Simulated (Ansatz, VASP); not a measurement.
# Sn2S3 (Ottemannite): VASP beside Ansatz

Aim: how closely do two programs agree when they are given the same cell, functional and k mesh? The cell is taken from a series of runs on this material, whose earlier steps may have relaxed, scaled, displaced or heated it; both programs get it as it stands.

Main program and level: Ansatz 0.2.0; plane waves, with VASP 6.6.1 beside it; single point at r2SCAN.

## (1) The structure

It takes space group Pnma (No. 62, orthorhombic). The conventional cell has a = 8.878 Å, b = 3.751 Å, c = 14.020 Å, α = 90.00°, β = 90.00°, γ = 90.00°. Sn has 6 S at 2.50 to 2.60 Å nearest. Nearest to Sn lie 4 S at 2.65 to 3.14 Å. Nearest to S lie 4 Sn at 2.57 to 3.14 Å. S has 3 Sn at 2.56 to 2.77 Å nearest. S has 3 Sn at 2.50 to 2.65 Å nearest. Farther neighbours and most contacts between anions are not listed.

## (2) VASP: single point, r2SCAN

A single point gives forces, pressure and levels at one fixed geometry, so differences don't come from the geometry; what else differs is listed under the comparison.

Lines of VASP's logs that name or quote its potential files are left out, and so is its time.

INCAR

```
SYSTEM = Sn2S3
PREC = Accurate
ENCUT = 550
EDIFF = 1E-06
NELM = 120
ISMEAR = -1
SIGMA = 0.02
LREAL = .FALSE.
ALGO = Normal
METAGGA = R2SCAN
LASPH = .TRUE.
NBANDS = 114
LORBIT = 11
LWAVE = .FALSE.
LCHARG = .FALSE.
ISIF = 2
GGA_COMPAT = .FALSE.
EFERMI = MIDGAP
LMIXTAU = .TRUE.
KPAR = 4
```

POSCAR

```
Sn2S3
1.0
    8.8780000000      0.0000000000      0.0000000000
    0.0000000000      3.7510000000      0.0000000000
    0.0000000000      0.0000000000     14.0200000000
Sn S
8 12
Direct
    0.1649400000      0.2500000000      0.0519500000
    0.3350600000      0.7500000000      0.5519500000
    0.6649400000      0.2500000000      0.4480500000
    0.8350600000      0.7500000000      0.9480500000
    0.4850900000      0.7500000000      0.1693600000
    0.0149100000      0.2500000000      0.6693600000
    0.9850900000      0.7500000000      0.3306400000
    0.5149100000      0.2500000000      0.8306400000
    0.9804700000      0.7500000000      0.1064000000
    0.5195300000      0.2500000000      0.6064000000
    0.4804700000      0.7500000000      0.3936000000
    0.0195300000      0.2500000000      0.8936000000
    0.3387900000      0.7500000000      0.9952400000
    0.1612100000      0.2500000000      0.4952400000
    0.8387900000      0.7500000000      0.5047600000
    0.6612100000      0.2500000000      0.0047600000
    0.2863100000      0.2500000000      0.2124600000
    0.2136900000      0.7500000000      0.7124600000
    0.7863100000      0.2500000000      0.2875400000
    0.7136900000      0.7500000000      0.7875400000
```

KPOINTS

```
Automatic mesh
0
Gamma
4 6 2
0 0 0
```

The projector-augmented-wave data sets are Sn_d and S (PBE family, release 64).

Started as:

```
$ mpirun -np 4 vasp_std
```

Numbers of over 12 decimals in the logs are rounded to 6 here.

Log:

```text
[banner, memory and clock lines left out]
running    4 mpi-ranks, on    1 nodes
 distrk:  each k-point on    1 cores,    4 groups
 distr:  one band on    1 cores,    1 groups

 POSCAR found type information on POSCAR SnS
 POSCAR found :  2 types and      20 ions
|                                                                             |
|               ----> ADVICE to this user running VASP <----                  |
|                                                                             |
|     You have a (more or less) 'large supercell' and for larger cells it     |
|     might be more efficient to use real-space projection operators.         |
|     Therefore, try LREAL= Auto in the INCAR file.                           |
|     Mind: For very accurate calculation, you might also keep the            |
|     reciprocal projection scheme (i.e. LREAL=.FALSE.).                      |
|                                                                             |

|                                                                             |
|               ----> ADVICE to this user running VASP <----                  |
|                                                                             |
|     You enforced a specific xc type in the INCAR file but a different       |
|     [... a line on the potential file left out ...]
|     I HOPE YOU KNOW WHAT YOU ARE DOING!                                     |
|                                                                             |

 LDA part: xc-table for (None), standard interpolation
 POSCAR, INCAR and KPOINTS ok, starting setup
 FFT: planning ... GRIDC
 FFT: planning ... GRID_SOFT
 FFT: planning ... GRID
 WAVECAR not read
 entering main loop
       N       E                     dE             d eps       ncg     rms          rms(c)
DAV:   1     0.232989937566E+04    0.23299E+04   -0.82013E+04  5818   0.219E+03
DAV:   2     0.240964429532E+03   -0.20889E+04   -0.20205E+04  5472   0.669E+02
DAV:   3    -0.279427810055E+03   -0.52039E+03   -0.49337E+03  6212   0.248E+02
DAV:   4    -0.336127362135E+03   -0.56700E+02   -0.55413E+02  6592   0.820E+01
DAV:   5    -0.338594831443E+03   -0.24675E+01   -0.24510E+01  6536   0.173E+01    0.232E+01
DAV:   6    -0.325168584095E+03    0.13426E+02   -0.11093E+01  7472   0.204E+01    0.176E+01
DAV:   7    -0.300144183593E+03    0.25024E+02   -0.66499E+00  6192   0.845E+00    0.209E+00
DAV:   8    -0.316896769520E+03   -0.16753E+02   -0.71365E+00  5882   0.896E+00    0.349E+00
DAV:   9    -0.312849904338E+03    0.40469E+01   -0.48520E-01  6600   0.282E+00    0.255E+00
DAV:  10    -0.308162547160E+03    0.46874E+01   -0.39644E-01  5920   0.231E+00    0.119E+00
DAV:  11    -0.302017237548E+03    0.61453E+01   -0.13601E+00  5592   0.409E+00    0.536E-01
DAV:  12    -0.302005491558E+03    0.11746E-01   -0.77623E-02  6392   0.109E+00    0.413E-01
DAV:  13    -0.302399802738E+03   -0.39431E+00   -0.62028E-02  5800   0.888E-01    0.415E-01
DAV:  14    -0.302800946841E+03   -0.40114E+00   -0.16510E-01  5568   0.151E+00    0.364E-01
[...]
DAV:  19    -0.303683711153E+03   -0.82369E-03   -0.29033E-03  5758   0.238E-01    0.656E-02
DAV:  20    -0.303686942132E+03   -0.32310E-02   -0.16067E-03  5696   0.171E-01    0.318E-02
DAV:  21    -0.303687074450E+03   -0.13232E-03   -0.16944E-04  6256   0.552E-02    0.226E-02
DAV:  22    -0.303687098776E+03   -0.24325E-04   -0.47747E-05  5720   0.293E-02    0.151E-02
DAV:  23    -0.303687100162E+03   -0.13861E-05   -0.31400E-05  5648   0.214E-02    0.122E-02
DAV:  24    -0.303687063985E+03    0.36177E-04   -0.34881E-05  5528   0.264E-02    0.658E-03
DAV:  25    -0.303687106150E+03   -0.42165E-04   -0.13662E-05  4844   0.142E-02    0.679E-03
DAV:  26    -0.303687106411E+03   -0.26055E-06   -0.30243E-06  5014   0.774E-03
   1 F= -.30368711E+03 E0= -.30368711E+03  d E =-.405700E-10
```

OUTCAR, selected parts (step 2):

```text
ion  position               nearest neighbor table
   1  0.165  0.250  0.052-  17 2.50  13 2.56  13 2.56  12 2.57   9 2.60   9 2.60
   2  0.335  0.750  0.552-  18 2.50  14 2.56  14 2.56  11 2.57  10 2.60  10 2.60
   3  0.665  0.250  0.448-  19 2.50  15 2.56  15 2.56  10 2.57  11 2.60  11 2.60
   4  0.835  0.750  0.948-  20 2.50  16 2.56  16 2.56   9 2.57  12 2.60  12 2.60
   5  0.485  0.750  0.169-  17 2.65  17 2.65  13 2.77  11 3.14
   6  0.015  0.250  0.669-  18 2.65  18 2.65  14 2.77  12 3.14
   7  0.985  0.750  0.331-  19 2.65  19 2.65  15 2.77   9 3.14
   8  0.515  0.250  0.831-  20 2.65  20 2.65  16 2.77  10 3.14
   9  0.980  0.750  0.106-   4 2.57   1 2.60   1 2.60   7 3.14
  10  0.520  0.250  0.606-   3 2.57   2 2.60   2 2.60   8 3.14
  11  0.480  0.750  0.394-   2 2.57   3 2.60   3 2.60   5 3.14
  12  0.020  0.250  0.894-   1 2.57   4 2.60   4 2.60   6 3.14
  13  0.339  0.750  0.995-   1 2.56   1 2.56   5 2.77
  14  0.161  0.250  0.495-   2 2.56   2 2.56   6 2.77
  15  0.839  0.750  0.505-   3 2.56   3 2.56   7 2.77
  16  0.661  0.250  0.005-   4 2.56   4 2.56   8 2.77
  17  0.286  0.250  0.212-   1 2.50   5 2.65   5 2.65
  18  0.214  0.750  0.712-   2 2.50   6 2.65   6 2.65
  19  0.786  0.250  0.288-   3 2.50   7 2.65   7 2.65
  20  0.714  0.750  0.788-   4 2.50   8 2.65   8 2.65

  LATTYP: Found a simple orthorhombic cell.
 ALAT       =     3.7510000000
 B/A-ratio  =     2.3668355105
 C/A-ratio  =     3.7376699547

 Subroutine GETGRP returns: Found  8 space group operations
 (whereof  2 operations were pure point group operations)

The static configuration has the point symmetry S_2 .
 The point group associated with its full space group is D_2h.

 Found     24 irreducible k-points:

   k-points           NKPTS =     24   k-points in BZ     NKDIM =     24   number of bands    NBANDS=    114

   dimension x,y,z NGX =    70 NGY =   30 NGZ =  108
   dimension x,y,z NGXF=   140 NGYF=   60 NGZF=  216

   ENCUT  =  550.0 eV  40.42 Ry    6.36 a.u.  16.98  7.17 26.81*2*pi/ulx,y,z

   NELECT =     184.0000    total number of electrons

 k-points in reciprocal lattice and weights: Automatic mesh
   0.00000000  0.00000000  0.00000000       0.021
   0.25000000  0.00000000  0.00000000       0.042
   0.50000000  0.00000000  0.00000000       0.021
   0.00000000  0.16666667  0.00000000       0.042
   0.25000000  0.16666667  0.00000000       0.083
   0.50000000  0.16666667  0.00000000       0.042
   0.00000000  0.33333333  0.00000000       0.042
   0.25000000  0.33333333  0.00000000       0.083
   0.50000000  0.33333333  0.00000000       0.042
[...]
0.25000000  0.50000000  0.50000000       0.042
   0.50000000  0.50000000  0.50000000       0.021

 average (electrostatic) potential at core
       1-107.3289       2-107.3289       3-107.3289       4-107.3289       5-106.4878
       6-106.4878       7-106.4878       8-106.4878       9 -88.7435      10 -88.7435
      11 -88.7435      12 -88.7435      13 -88.5371      14 -88.5371      15 -88.5371
      16 -88.5371      17 -88.4438      18 -88.4438      19 -88.4438      20 -88.4438

 E-fermi :   6.0555

 k-point     1 :       0.0000    0.0000    0.0000
  band No.  band energies     occupation
    ...
     88       4.2228      2.00000
     89       4.3254      2.00000
     90       4.8130      2.00000
     91       5.5582      2.00000
     92       5.6176      2.00000
     93       6.7182      0.00000
     94       6.8822      0.00000
     95       7.0051      0.00000
     96       7.3008      0.00000
     97       8.4713      0.00000
    ...

 k-point     2 :       0.2500    0.0000    0.0000
  band No.  band energies     occupation
    ...
     88       4.2529      2.00000
     89       4.3938      2.00000
     90       4.7471      2.00000
     91       5.1734      2.00000
     92       5.5830      2.00000
     93       6.6451      0.00000
     94       6.7367      0.00000
     95       7.3259      0.00000
     96       7.4248      0.00000
     97       8.3459      0.00000
    ...

 k-point     3 :       0.5000    0.0000    0.0000
  band No.  band energies     occupation
    ...
     88       4.2816      2.00000
     89       4.7325      2.00000
     90       4.7325      2.00000
     91       5.0499      2.00000
     92       5.0499      2.00000
     93       6.6276      0.00000
     94       6.6276      0.00000
     95       7.5984      0.00000
     96       7.5984      0.00000
     97       8.3123      0.00000
    ...

  Total        4.1226451      4.4151691      4.0858474     -0.0000000      0.0000000      0.0000000
  in kB       14.1473896     15.1512235     14.0211137     -0.0000000      0.0000000      0.0000000
  external PRESSURE =      14.4399090 kB  Pullay stress =       0.0000000 kB

  energy-cutoff  :      550.00
  volume of cell :      466.89
      direct lattice vectors                 reciprocal lattice vectors
     8.878000000  0.000000000  0.000000000     0.112637982  0.000000000  0.000000000
     0.000000000  3.751000000  0.000000000     0.000000000  0.266595575  0.000000000
     0.000000000  0.000000000 14.020000000     0.000000000  0.000000000  0.071326676

 POSITION                                       TOTAL-FORCE (eV/Angst)
 -----------------------------------------------------------------------------------
      1.46434      0.93775      0.72834        -0.028781      0.000000     -0.042069
      2.97466      2.81325      7.73834         0.028781     -0.000000     -0.042069
      5.90334      0.93775      6.28166        -0.028781     -0.000000      0.042069
      7.41366      2.81325     13.29166         0.028781     -0.000000      0.042069
      4.30663      2.81325      2.37443        -0.097395      0.000000     -0.026266
      0.13237      0.93775      9.38443         0.097395      0.000000     -0.026266
      8.74563      2.81325      4.63557        -0.097395     -0.000000      0.026266
      4.57137      0.93775     11.64557         0.097395     -0.000000      0.026266
      8.70461      2.81325      1.49173        -0.012026     -0.000000      0.063444
      4.61239      0.93775      8.50173         0.012026     -0.000000      0.063444
      4.26561      2.81325      5.51827        -0.012026     -0.000000     -0.063444
      0.17339      0.93775     12.52827         0.012026     -0.000000     -0.063444
      3.00778      2.81325     13.95326         0.039531     -0.000000      0.039399
      1.43122      0.93775      6.94326        -0.039531      0.000000      0.039399
      7.44678      2.81325      7.07674         0.039531      0.000000     -0.039399
      5.87022      0.93775      0.06674        -0.039531     -0.000000     -0.039399
      2.54186      0.93775      2.97869         0.090712     -0.000000      0.039424
      1.89714      2.81325      9.98869        -0.090712     -0.000000      0.039424
      6.98086      0.93775      4.03131         0.090712     -0.000000     -0.039424
      6.33614      2.81325     11.04131        -0.090712     -0.000000     -0.039424
 -----------------------------------------------------------------------------------
    total drift:                                0.000000      0.000000      0.000000

  FREE ENERGIE OF THE ION-ELECTRON SYSTEM (eV)
  ---------------------------------------------------
  free  energy   TOTEN  =      -303.6871064107 eV

  energy  without entropy=     -303.6871064106  energy(sigma->0) =     -303.68710641

 total charge
# of ion       s       p       d       tot
------------------------------------------
    1        0.983   1.069  10.158  12.211
    2        0.983   1.069  10.158  12.211
    3        0.983   1.069  10.158  12.211
    4        0.983   1.069  10.158  12.211
    5        1.348   0.723   9.998  12.069
    6        1.348   0.723   9.998  12.069
    7        1.348   0.723   9.998  12.069
    8        1.348   0.723   9.998  12.069
    9        1.347   2.382   0.000   3.729
   10        1.347   2.382   0.000   3.729
   11        1.347   2.382   0.000   3.729
   12        1.347   2.382   0.000   3.729
   13        1.344   2.381   0.000   3.725
   14        1.344   2.381   0.000   3.725
   15        1.344   2.381   0.000   3.725
   16        1.344   2.381   0.000   3.725
   17        1.346   2.377   0.000   3.724
   18        1.346   2.377   0.000   3.724
   19        1.346   2.377   0.000   3.724
   20        1.346   2.377   0.000   3.724
--------------------------------------------------
tot         25.471  35.733  80.623 141.827

[... 3 further parts left out ...]
```

The run ends at a pressure of 1.44 GPa, with forces up to 0.10 eV/Å.

[end of part 1 of 2]

[Lines on the potential files, build, host, timing and source positions are cut from VASP's logs without a mark.]

[Logs are printed without paths, hosts, clocks, repeated set-up lines and the standing remarks that a program may print on its own settings, such as how far it seeks lower states.]

[Hosts, paths, dates, database ids (printed as entryN), source tags and the programs' standing remarks are cut or masked in the printed files.]
